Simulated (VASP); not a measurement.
Calculation: PBE GGA with D3 dispersion (Becke-Johnson damping), VASP's PBE PAW potentials (set 64) (plane waves; VASP 6.6.1).

VASP input:

**KPOINTS**
```
Automatic mesh
0
Gamma
8 8 1
0 0 0
```

### INCAR
```
# general
SYSTEM  = Bi2Te3
PREC    = Normal
ENCUT   = 400   # plane-wave cut-off (eV)
LREAL   = .False.
LASPH   = .True.

# electronic loop
EDIFF   = 1E-5   # SCF stop (eV)
NELM    = 100   # most electronic steps
NELMIN  = 4
ALGO    = Fast   # Davidson, then RMM-DIIS
LMAXMIX = 4   # l cut-off of mixed one-centre charges

# smearing
ISMEAR  = 0   # Gaussian
SIGMA   = 0.05

# functional
GGA     = PE   # PBE
IVDW    = 12

# ions
IBRION  = 2
NSW     = 20
ISIF    = 2
EDIFFG  = -0.03   # ionic stop

# output
LWAVE   = .False.
LCHARG  = .False.
```

### POSCAR
```
Bi2Te3
1.0
  4.3834701858   0.0000000000   0.0000000000
 -2.1917350929   3.7961962685   0.0000000000
  0.0000000000   0.0000000000  30.3835729370
Bi Te
6 9
Direct
  0.3333330000   0.6666670000   0.2666670000
  0.3333330000   0.6666670000   0.0666670000
  0.0000000000   0.0000000000   0.6000000000
  0.0000000000   0.0000000000   0.4000000000
  0.6666670000   0.3333330000   0.9333330000
  0.6666670000   0.3333330000   0.7333330000
  0.0000000000   0.0000000000   0.0000000000
  0.6666670000   0.3333330000   0.1233330000
  0.0000000000   0.0000000000   0.2100000000
  0.6666670000   0.3333330000   0.3333330000
  0.3333330000   0.6666670000   0.4566670000
  0.6666670000   0.3333330000   0.5433330000
  0.3333330000   0.6666670000   0.6666670000
  0.0000000000   0.0000000000   0.7900000000
  0.3333330000   0.6666670000   0.8766670000
```

POTCAR, in this order: Bi_d Te (PBE.64 set). Program: vasp_std.

Output

**OUTCAR**
```
 ion  position               nearest neighbor table
   1  0.333  0.667  0.267-   9 3.06   9 3.06   9 3.06  10 3.24  10 3.24  10 3.24
   2  0.333  0.667  0.067-   8 3.06   8 3.06   8 3.06   7 3.24   7 3.24   7 3.24
   3  0.000  0.000  0.600-  12 3.06  12 3.06  12 3.06  13 3.24  13 3.24  13 3.24
   4  0.000  0.000  0.400-  11 3.06  11 3.06  11 3.06  10 3.24  10 3.24  10 3.24
   5  0.667  0.333  0.933-  15 3.06  15 3.06  15 3.06   7 3.24   7 3.24   7 3.24
   6  0.667  0.333  0.733-  14 3.06  14 3.06  14 3.06  13 3.24  13 3.24  13 3.24
   7  0.000  0.000  0.000-   2 3.24   5 3.24   2 3.24   5 3.24   5 3.24   2 3.24
   8  0.667  0.333  0.123-   2 3.06   2 3.06   2 3.06   9 3.65   9 3.65   9 3.65
   9  0.000  0.000  0.210-   1 3.06   1 3.06   1 3.06   8 3.65   8 3.65   8 3.65
  10  0.667  0.333  0.333-   1 3.24   1 3.24   1 3.24   4 3.24   4 3.24   4 3.24
  11  0.333  0.667  0.457-   4 3.06   4 3.06   4 3.06  12 3.65  12 3.65  12 3.65
  12  0.667  0.333  0.543-   3 3.06   3 3.06   3 3.06  11 3.65  11 3.65  11 3.65
  13  0.333  0.667  0.667-   6 3.24   6 3.24   6 3.24   3 3.24   3 3.24   3 3.24
  14  0.000  0.000  0.790-   6 3.06   6 3.06   6 3.06  15 3.65  15 3.65  15 3.65
  15  0.333  0.667  0.877-   5 3.06   5 3.06   5 3.06  14 3.65  14 3.65  14 3.65
  LATTYP: Found a hexagonal cell.
 ALAT       =     4.3834701858
 C/A-ratio  =     6.9313971920
 Subroutine PRICEL returns following result:
  LATTYP: Found a trigonal (rhomboedric) cell.
 ALAT       =    10.4392642364
 COS(alpha) =     0.9118410664
 Subroutine GETGRP returns: Found 12 space group operations
The static configuration has the point symmetry D_3d.
The dynamic configuration has the point symmetry D_3d.
 Subroutine INISYM returns: Found 12 space group operations
 Subroutine IBZKPT returns following result:
 Found     10 irreducible k-points:

 Following reciprocal coordinates:
            Coordinates               Weight
  0.000000  0.000000  0.000000      1.000000
  0.125000 -0.000000  0.000000      6.000000
  0.250000 -0.000000  0.000000      6.000000
  0.375000  0.000000  0.000000      6.000000
  0.500000 -0.000000  0.000000      3.000000
  0.125000  0.125000  0.000000      6.000000
  0.250000  0.125000  0.000000     12.000000
  0.375000  0.125000  0.000000     12.000000
  0.250000  0.250000  0.000000      6.000000
  0.375000  0.250000  0.000000      6.000000
   k-points           NKPTS =     10   k-points in BZ     NKDIM =     10   number of bands    NBANDS=     86
   number of dos      NEDOS =    301   number of ions     NIONS =     15
   total plane-waves  NPLWV =  86400
   dimension x,y,z NGX =    24 NGY =   24 NGZ =  150
   dimension x,y,z NGXF=    48 NGYF=   48 NGZF=  300
   ions per type =               6   9
   PREC   = normal    normal or accurate (medium, high low for compatibility)
   ISTART =      0    job   : 0-new  1-cont  2-samecut
   ICHARG =      2    charge: 1-file 2-atom 10-const
   ISPIN  =      1    spin polarized calculation?
   LNONCOLLINEAR =      F non collinear calculations
   LSORBIT =      F    spin-orbit coupling
   INIWAV =      1    electr: 0-lowe 1-rand  2-diag
   ENCUT  =  400.0 eV  29.40 Ry    5.42 a.u.   7.15  7.15 49.55*2*pi/ulx,y,z
   NELM   =    100;   NELMIN=  4; NELMDL= -5     # of ELM steps
   EDIFF  = 0.1E-04   stopping-criterion for ELM
   LREAL  =      F    real-space projection
   NLSPLINE    = F    spline interpolate recip. space projectors
   LMAXMIX     =    4 max onsite mixed and CHGCAR
   VOSKOWN=      0    Vosko Wilk Nusair interpolation
   EDIFFG = -.3E-01   stopping-criterion for IOM
   NSW    =     20    number of steps for IOM
   NBLOCK =      1;   KBLOCK =     20    inner block; outer block
   IBRION =      2    ionic relax: 0-MD 1-quasi-New 2-CG
   NFREE  =      1    steps in history (QN), initial steepest desc. (CG)
   ISIF   =      2    stress and relaxation
   ISYM   =      2    0-nonsym 1-usesym 2-fastsym
   TEIN   =    0.0    initial temperature
   TEBEG  =    0.0;   TEEND  =   0.0 temperature during run
   SMASS  =  -3.00    Nose mass-parameter (am)
   PSTRESS=    0.0 pullay stress
   NELECT =     144.0000    total number of electrons
   EFERMI =   0.00;   METHOD = LEGACY
...
```

### OSZICAR
```
       N       E                     dE             d eps       ncg     rms          rms(c)
DAV:   1     0.133496789869E+04    0.13350E+04   -0.56290E+04  1736   0.136E+03
DAV:   2     0.112459136521E+03   -0.12225E+04   -0.11846E+04  1860   0.382E+02
DAV:   3    -0.466076521318E+02   -0.15907E+03   -0.15332E+03  2056   0.162E+02
DAV:   4    -0.552514201358E+02   -0.86438E+01   -0.85068E+01  1978   0.391E+01
DAV:   5    -0.557619411420E+02   -0.51052E+00   -0.50934E+00  2464   0.889E+00    0.134E+01
RMM:   6    -0.549373583386E+02    0.82458E+00   -0.18432E+00  1807   0.355E+00    0.837E+00
RMM:   7    -0.550194085599E+02   -0.82050E-01   -0.12882E+00  1804   0.230E+00    0.128E+00
RMM:   8    -0.549724046223E+02    0.47004E-01   -0.12690E-01  1905   0.176E+00    0.651E-01
RMM:   9    -0.549728214129E+02   -0.41679E-03   -0.54504E-02  2199   0.740E-01    0.210E-01
RMM:  10    -0.549728847874E+02   -0.63375E-04   -0.12109E-02  2097   0.414E-01    0.968E-02
RMM:  11    -0.549730440271E+02   -0.15924E-03   -0.30827E-03  2324   0.187E-01    0.428E-02
RMM:  12    -0.549730717510E+02   -0.27724E-04   -0.53789E-04  2165   0.724E-02    0.351E-02
RMM:  13    -0.549730699235E+02    0.18275E-05   -0.97089E-05  1631   0.322E-02
   1 F= -.61720996E+02 E0= -.61720996E+02  d E =-.617210E+02
       N       E                     dE             d eps       ncg     rms          rms(c)
DAV:   1    -0.549744364238E+02   -0.13647E-02   -0.43977E-01  2000   0.194E+00    0.122E-01
RMM:   2    -0.549752924384E+02   -0.85601E-03   -0.10451E-02  1885   0.459E-01    0.469E-02
RMM:   3    -0.549756249279E+02   -0.33249E-03   -0.35459E-03  2431   0.259E-01    0.404E-02
RMM:   4    -0.549756387523E+02   -0.13824E-04   -0.24797E-04  2136   0.621E-02    0.272E-02
RMM:   5    -0.549756370991E+02    0.16532E-05   -0.61976E-05  1431   0.288E-02
   2 F= -.61723698E+02 E0= -.61723698E+02  d E =-.270225E-02
       N       E                     dE             d eps       ncg     rms          rms(c)
DAV:   1    -0.549757609912E+02   -0.12224E-03   -0.17788E-01  1842   0.123E+00    0.847E-02
RMM:   2    -0.549760951175E+02   -0.33413E-03   -0.41750E-03  1884   0.286E-01    0.295E-02
RMM:   3    -0.549762199738E+02   -0.12486E-03   -0.13255E-03  2406   0.157E-01    0.230E-02
RMM:   4    -0.549762253697E+02   -0.53959E-05   -0.10064E-04  2033   0.401E-02    0.144E-02
RMM:   5    -0.549762238054E+02    0.15643E-05   -0.20392E-05  1048   0.197E-02
   3 F= -.61724368E+02 E0= -.61724367E+02  d E =-.337132E-02
```

**OUTCAR**
```
------------------------ aborting loop because EDIFF is reached ----------------------------------------
 Edisp (eV)   -6.74814
  FORCE on cell =-STRESS in cart. coord.  units (eV):
  Direction    XX          YY          ZZ          XY          YZ          ZX
  --------------------------------------------------------------------------------------
  Total      -0.00181    -0.00181    -0.16591     0.00000     0.00000    -0.00000
  in kB      -0.00575    -0.00575    -0.52574     0.00000     0.00000    -0.00000
  external pressure =       -0.18 kB  Pullay stress =        0.00 kB
  volume of cell :      505.60
      direct lattice vectors                 reciprocal lattice vectors
     4.383470186  0.000000000  0.000000000     0.228129760  0.131710787  0.000000000
    -2.191735093  3.796196269  0.000000000     0.000000000  0.263421575  0.000000000
     0.000000000  0.000000000 30.383572937     0.000000000  0.000000000  0.032912522
 POSITION                                       TOTAL-FORCE (eV/Angst)
 -----------------------------------------------------------------------------------
     -0.00000      2.53080      8.10720         0.000000     -0.000000     -0.023471
     -0.00000      2.53080      2.02068        -0.000000      0.000000      0.023471
      0.00000      0.00000     18.23505        -0.000000      0.000000     -0.023471
      0.00000      0.00000     12.14853         0.000000     -0.000000      0.023471
      2.19174      1.26540     28.36290         0.000000     -0.000000     -0.023471
      2.19174      1.26540     22.27637        -0.000000      0.000000      0.023471
      0.00000      0.00000      0.00000         0.000000     -0.000000      0.000000
      2.19174      1.26540      3.75477        -0.000000      0.000000      0.026269
     -0.00000      0.00000      6.37308         0.000000     -0.000000     -0.026269
      2.19174      1.26540     10.12785         0.000000     -0.000000      0.000000
     -0.00000      2.53080     13.88264        -0.000000      0.000000      0.026269
      2.19174      1.26540     16.50093         0.000000     -0.000000     -0.026269
     -0.00000      2.53080     20.25573        -0.000000     -0.000000      0.000000
      0.00000      0.00000     24.01049        -0.000000      0.000000      0.026269
     -0.00000      2.53080     26.62881         0.000000     -0.000000     -0.026269
 -----------------------------------------------------------------------------------
    total drift:                                0.000000     -0.000000      0.000000
  FREE ENERGIE OF THE ION-ELECTRON SYSTEM (eV)
  ---------------------------------------------------
  free  energy   TOTEN  =       -61.7243675046 eV

  energy  without entropy=      -61.7243668117  energy(sigma->0) =      -61.72436716

 reached required accuracy - stopping structural energy minimisation
```
(Selected blocks of OUTCAR.)

CONTCAR:
```
Bi2Te3
   1.00000000000000
     4.3834701858000003    0.0000000000000000    0.0000000000000000
    -2.1917350929000001    3.7961962685000001    0.0000000000000000
     0.0000000000000000    0.0000000000000000   30.3835729370000003
  Bi              Te
     6     9
Direct
     0.3333330000000032    0.6666669999999968    0.2668283953060145
     0.3333330000000032    0.6666669999999968    0.0665056046939861
     0.0000000000000000    0.0000000000000000    0.6001613953060178
     0.0000000000000000    0.0000000000000000    0.3998386046939822
     0.6666669999999968    0.3333330000000032    0.9334943953060139
     0.6666669999999968    0.3333330000000032    0.7331716046939855
     0.0000000000000000    0.0000000000000000    0.0000000000000000
     0.6666669999999968    0.3333330000000032    0.1235788027332517
     0.0000000000000000    0.0000000000000000    0.2097541972667515
     0.6666669999999968    0.3333330000000032    0.3333330000000032
     0.3333330000000032    0.6666669999999968    0.4569128027332524
     0.6666669999999968    0.3333330000000032    0.5430871972667476
     0.3333330000000032    0.6666669999999968    0.6666669999999968
     0.0000000000000000    0.0000000000000000    0.7902458027332485
     0.3333330000000032    0.6666669999999968    0.8764211972667483
```

The compound is Bi2Te3 in the tetradymite structure. This run relaxes the ions in a fixed cell. Symmetry was kept, so distortions that lower it aren't found.
